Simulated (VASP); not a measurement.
Wanted: the native input for a VASP 6.6.1 run.

```yaml
Task: relaxation of cell and atoms
Functional: PBE
Potentials_or_basis: VASP PAW PBE potentials, release 64 (Ta_pv, Mo_sv, C)
Cutoff: 520 eV
k_mesh: 6 × 6 × 2
Occupations: gaussian, width 0.15 eV
Spin: no spin polarisation
Further_INCAR_settings: PREC = Normal; ALGO = Fast; EDIFF = 0.0001; IBRION = 2; EDIFFG = -0.08; NSW = 24; ISIF = 3
```

The structure of TaMo2C3 lies in POSCAR:

```
TaMo2C3
1.0
    3.3287279200      0.0000000000      0.0000000000
   -1.6643639600      2.8827629400      0.0000000000
    0.0000000000      0.0000000000      8.1597064200
Ta Mo C
1 2 3
Direct
    0.0000000000      0.0000000000      0.0000000000
    0.3333333300      0.6666666700      0.6666670000
    0.6666666700      0.3333333300      0.3333330000
    0.6666666700      0.3333333300      0.8333330000
    0.3333333300      0.6666666700      0.1666670000
    0.0000000000      0.0000000000      0.5000000000
```

The cell was built by a generator and needn't be a form met in nature.

One way to write it, as run:

INCAR

```
SYSTEM = TaMo2C3
PREC = Normal
ENCUT = 520
EDIFF = 1E-4
ISMEAR = 0
SIGMA = 0.15
LREAL = .FALSE.
LASPH = .TRUE.
NELM = 60
ALGO = Fast
ISIF = 3
LWAVE = .FALSE.
LCHARG = .FALSE.
GGA = PE
IBRION = 2
NSW = 24
EDIFFG = -0.08
```

KPOINTS

```
Automatic mesh
0
G
  6 6 2
  0 0 0
```

Potentials or basis: VASP PAW PBE potentials, release 64 (Ta_pv, Mo_sv, C).

Run with:

```bash
$ cat potpaw_PBE.64/Ta_pv/POTCAR potpaw_PBE.64/Mo_sv/POTCAR potpaw_PBE.64/C/POTCAR > POTCAR
$ mpirun -np 1 vasp_std > vasp.out
```

Results of the run:

The relaxed volume is 10.70 Å³/atom and the relaxed cell is a = 3.112 Å, b = 3.112 Å, c = 7.655 Å, α = 90.00°, β = 90.00°, γ = 120.00°. The space group after relaxing (to 0.05 Å) is P-3m1 (No. 164) and the energy gained by relaxing is 369.3 meV/atom. The ionic steps are 10. The pressure after relaxing is 0.4 GPa. The largest force after relaxing is 0.030 eV/Å.

Caveat: the k mesh is coarse (spacing up to 0.39 Å⁻¹), so the values aren't converged; the volume moved by over 15 % at a fixed basis, so the end points are rough; the relaxation stopped at a loose force limit of 0.08 eV/Å, so its end isn't a converged minimum.

Wall time 81 s on 1 thread of Intel(R) Xeon(R) 6975P-C (Granite Rapids), with other jobs on the host, peak memory 0.18 GiB.
